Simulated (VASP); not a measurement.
These are PBE GGA, VASP's PBE PAW potentials (set 64) (plane waves; VASP) values and carry that method's errors.

A VASP calculation is set up with these files.

### POSCAR
```
Zn
1
    1.3186380000    -2.3046000000     0.0000000000
    1.3186380000     2.3046000000     0.0000000000
    0.0000000000     0.0000000000     5.0577230000
Zn
2
Direct
  0.3333330000   0.6666670000   0.2500000000
  0.6906460000   0.3573120000   0.7500000000
```

File KPOINTS:
```
kpoints
0
Gamma
 14 14 7
```

INCAR:
```
SYSTEM = Zn
PREC = Accurate
ENCUT = 400
EDIFF = 1E-6
NELM = 100
ALGO = Normal
LREAL = .FALSE.
LASPH = .TRUE.
ISMEAR = 1
SIGMA = 0.1
GGA = PE
LMAXMIX = 4
LWAVE = .FALSE.
LCHARG = .FALSE.
ISIF = 2
AMIX = 0.6
BMIX = 3.0
IMIX = 4
```

POTCAR, in this order: Zn (PBE.64 set). Program: vasp_std.

Output

File OSZICAR:
```
       N       E                     dE             d eps       ncg     rms          rms(c)
DAV:   1     0.856725600351E+02    0.85673E+02   -0.11047E+04 13040   0.200E+03
DAV:   2    -0.605400110057E-01   -0.85733E+02   -0.84600E+02 13112   0.276E+02
DAV:   3    -0.239846870129E+01   -0.23379E+01   -0.23343E+01 16184   0.566E+01
DAV:   4    -0.240459257841E+01   -0.61239E-02   -0.61236E-02 14808   0.295E+00
DAV:   5    -0.240460221591E+01   -0.96375E-05   -0.96371E-05 16016   0.953E-02    0.395E+00
DAV:   6    -0.222712225075E+01    0.17748E+00   -0.95135E-01 13064   0.213E+01    0.275E+00
DAV:   7    -0.220932674685E+01    0.17796E-01   -0.55802E-02 15720   0.483E+00    0.101E+00
DAV:   8    -0.219870745981E+01    0.10619E-01   -0.85928E-03 16304   0.194E+00    0.238E-01
DAV:   9    -0.219809773874E+01    0.60972E-03   -0.23302E-03 18024   0.873E-01    0.487E-02
DAV:  10    -0.219812221733E+01   -0.24479E-04   -0.26061E-04 13776   0.196E-01    0.116E-02
DAV:  11    -0.219812312607E+01   -0.90874E-06   -0.78074E-06 16312   0.434E-02
   1 F= -.21981231E+01 E0= -.21978937E+01  d E =-.688316E-03
```

OUTCAR:
```
------------------------ aborting loop because EDIFF is reached ----------------------------------------
  FORCE on cell =-STRESS in cart. coord.  units (eV):
  Direction    XX          YY          ZZ          XY          YZ          ZX
  --------------------------------------------------------------------------------------
  Total        0.0400280      0.0718654     -0.2078963     -0.0294724      0.0000000      0.0000000
  in kB        2.0862588      3.7456242    -10.8355534     -1.5361006      0.0000000      0.0000000
  external PRESSURE =      -1.6678902 kB  Pullay stress =       0.0000000 kB
  volume of cell :       30.74
      direct lattice vectors                 reciprocal lattice vectors
     1.318638000 -2.304600000  0.000000000     0.379179123 -0.216957390  0.000000000
     1.318638000  2.304600000  0.000000000     0.379179123  0.216957390  0.000000000
     0.000000000  0.000000000  5.057723000     0.000000000  0.000000000  0.197717431
 POSITION                                       TOTAL-FORCE (eV/Angst)
 -----------------------------------------------------------------------------------
      1.31864      0.76820      1.26443         0.028164     -0.004634     -0.000000
      1.38188     -0.76820      3.79329        -0.028164      0.004634      0.000000
 -----------------------------------------------------------------------------------
    total drift:                               -0.000312     -0.000000     -0.000002
  FREE ENERGIE OF THE ION-ELECTRON SYSTEM (eV)
  ---------------------------------------------------
  free  energy   TOTEN  =        -2.1981231261 eV

  energy  without entropy=       -2.1974348100  energy(sigma->0) =       -2.19789369
```
(Selected blocks of OUTCAR.)

### OUTCAR
```
 val. band max:        3.0079486815   @ k =   0.3571   0.2857   0.2857

 cond. band min:       3.0115117935   @ k =   0.1429   0.3571  -0.1429


 Fermi energy:         3.0108876789

 k-point     1 :       0.0000    0.0000    0.0000
  band No.  band energies     occupation
      1      -7.2924      2.00000
      2      -5.5896      2.00000
      3      -4.8967      2.00000
      4      -4.6565      2.00000
      5      -4.6163      2.00000
      6      -4.6130      2.00000
      7      -4.5746      2.00000
      8      -4.2467      2.00000
      9      -4.2184      2.00000
     10      -4.0705      2.00000
     11      -4.0424      2.00000
     12      -0.6630      2.00000
     13      -0.3269      2.00000
     14      15.6425      0.00000
     15      19.4110      0.00000
     16      20.7369      0.00000

 k-point     2 :       0.0714    0.0000    0.0000
  band No.  band energies     occupation
      1      -7.1379      2.00000
      2      -5.5193      2.00000
      3      -4.8789      2.00000
      4      -4.6540      2.00000
      5      -4.6047      2.00000
      6      -4.5999      2.00000
      7      -4.5645      2.00000
      8      -4.2774      2.00000
      9      -4.2352      2.00000
     10      -4.1304      2.00000
     11      -4.0672      2.00000
     12      -0.4200      2.00000
     13      -0.2474      2.00000
     14      15.8109      0.00000
     15      18.4302      0.00000
     16      19.4311      0.00000

 k-point     3 :       0.0000    0.0714    0.0000
  band No.  band energies     occupation
      1      -7.1381      2.00000
      2      -5.5197      2.00000
      3      -4.8784      2.00000
      4      -4.6467      2.00000
      5      -4.6120      2.00000
      6      -4.6053      2.00000
      7      -4.5590      2.00000
      8      -4.2617      2.00000
      9      -4.2525      2.00000
     10      -4.1491      2.00000
     11      -4.0454      2.00000
     12      -0.4222      2.00000
     13      -0.2474      2.00000
...
```

The compound is Zn in the hcp structure. The cell was not relaxed at this level, atoms are displaced from their ideal sites. The run is one of a series of settings (AMIX = 0.6, BMIX = 3.0, IMIX = 4 against the base run), some of them coarse on purpose.
